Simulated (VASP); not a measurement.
Set up this calculation in VASP 6.6.1, as the native input.

```
Task                   : single point
Functional             : PBE
Potentials or basis    : VASP PAW PBE potentials, release 64 (As, Au, Cs_sv)
Cutoff                 : 520 eV
k mesh                 : 6 × 6 × 7
Occupations            : fermi-dirac, width 0.1 eV
Spin                   : no spin polarisation
Dipole correction      : no
Further INCAR settings : ALGO = Fast; EDIFF = 1e-06; NBANDS = 35
```

The structure of CsAs2Au3 lies in POSCAR:

```
CsAs2Au3
1.0
    6.2299510000      0.0000000000      0.0000000000
   -3.1149750000      5.3953000000      0.0000000000
    0.0000000000      0.0000000000      5.1626960000
As Au Cs
2 3 1
Direct
    0.6667000000      0.3333000000      0.3121000000
    0.3333000000      0.6667000000      0.6879000000
    0.5000000000      0.0000000000      0.0000000000
    0.0000000000      0.5000000000      0.0000000000
    0.5000000000      0.5000000000      0.0000000000
    0.0000000000      0.0000000000      0.5000000000
```

The cell was built by a generator and needn't be a form met in nature.

The input as run:

INCAR

```
SYSTEM = CsAs2Au3
PREC = Accurate
ENCUT = 520
EDIFF = 1E-6
ISMEAR = -1
SIGMA = 0.1
LREAL = .FALSE.
LASPH = .TRUE.
NELM = 100
ALGO = Fast
ISIF = 2
LWAVE = .FALSE.
LCHARG = .TRUE.
GGA = PE
LELF = .TRUE.
LVHAR = .TRUE.
NBANDS = 35
```

KPOINTS

```
regular mesh
0
G
  6 6 7
  0 0 0
```

Potentials or basis: VASP PAW PBE potentials, release 64 (As, Au, Cs_sv).

Launch:

```console
$ cat potpaw_PBE.64/As/POTCAR potpaw_PBE.64/Au/POTCAR potpaw_PBE.64/Cs_sv/POTCAR > POTCAR
$ mpirun -np 1 vasp_std > vasp.out
```

It gave:

```json
{
 "Pressure": "3.9 GPa",
 "Largest force": "1.404 eV/Å",
 "Band gap on the k mesh": "none (metal or under the smearing width)"
}
```

Caveat: forces of over 1 eV/Å show positions far from the minimum, so gaps and moduli don't describe the material at rest.

Wall time 7.3 min on 1 thread of Intel(R) Xeon(R) Platinum 8259CL CPU @ 2.50GHz (Skylake/Cascade Lake) (shared host), peak memory 0.59 GiB.
